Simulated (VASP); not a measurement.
```xyz
2
Lattice="0.0000 2.2625 2.2625 2.2625 0.0000 2.2625 2.2625 2.2625 0.0000" Properties=species:S:1:pos:R:3 pbc="T T T"
Ga     0.0000     0.0000     0.0000
N      1.1313     1.1313     1.1313
```

Computed with rev-vdW-DF2, VASP's PBE PAW potentials (set 64) (plane waves; VASP). Settings: 520 eV cut-off, Gaussian smearing of 0.050 eV, potentials Ga_d N.

### Question
Predict the band gap (along the path) with the smallest direct gap where there is one.

### Answer

```yaml
band gap (along the path): 1.64 eV
smallest direct gap (along the path): 1.64 eV
```

The absolute energy has meaning only against runs of the same code, potentials and settings.

The compound is GaN in the zinc blende structure, a metastable form; wurtzite is the usual one. It was relaxed first.
